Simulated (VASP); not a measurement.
Here is the system:

```xyz
2
Lattice="0.0000 2.8188 2.8188 2.8188 0.0000 2.8188 2.8188 2.8188 0.0000" Properties=species:S:1:pos:R:3 pbc="T T T"
Y      0.0000     0.0000     0.0000
N      2.8188     2.8188     2.8188
```

The numbers are results of PBEsol GGA, VASP's PBE PAW potentials (set 64) (plane waves; VASP), not measurements. Numerical set-up: 520 eV cut-off, 10×10×10 Γ-centred mesh, first-order Methfessel-Paxton smearing of 0.10 eV, potentials Y_sv N.

Energy and stress use the plane-wave basis of the starting cell.

Task: The ions, cell shape and volume are relaxed. Give the cell that the relaxation ends in.

Result: 
```xyz
2
Lattice="0.0000 2.4271 2.4271 2.4271 0.0000 2.4271 2.4271 2.4271 0.0000" Properties=species:S:1:pos:R:3 pbc="T T T"
Y      0.0000     0.0000     0.0000
N      2.4271     2.4271     2.4271
```
Space group Fm-3m (225), at a tolerance of 0.03 Å.

Task: How do energy and volume change from the first to the last step?

Result: The energy (σ→0) changes by -1107.3 meV/atom and the volume by -36.2 %, in 7 ionic steps.

```json
[
 {"step": "1", "E(σ→0) (eV)": "-16.9286", "max force (eV/Å)": "0.000", "pressure (GPa)": "-29.42", "volume (Å³)": "44.79"},
 {"step": "2", "E(σ→0) (eV)": "-18.3204", "max force (eV/Å)": "0.000", "pressure (GPa)": "57.13", "volume (Å³)": "23.07"},
 {"step": "3", "E(σ→0) (eV)": "-19.1413", "max force (eV/Å)": "0.000", "pressure (GPa)": "-1.88", "volume (Å³)": "28.92"},
 {"step": "4", "E(σ→0) (eV)": "-19.1431", "max force (eV/Å)": "0.000", "pressure (GPa)": "-0.31", "volume (Å³)": "28.64"},
 {"step": "5", "E(σ→0) (eV)": "-19.1422", "max force (eV/Å)": "0.000", "pressure (GPa)": "1.37", "volume (Å³)": "28.37"},
 {"step": "6", "E(σ→0) (eV)": "-19.1420", "max force (eV/Å)": "0.000", "pressure (GPa)": "-1.47", "volume (Å³)": "28.84"},
 {"step": "7", "E(σ→0) (eV)": "-19.1432", "max force (eV/Å)": "0.000", "pressure (GPa)": "0.00", "volume (Å³)": "28.59"}
]
```

The structure was generated: YN was put into the rock salt type (Fm-3m), which need not be its known phase. This run relaxes it. Symmetry was kept, so distortions that lower it aren't found.
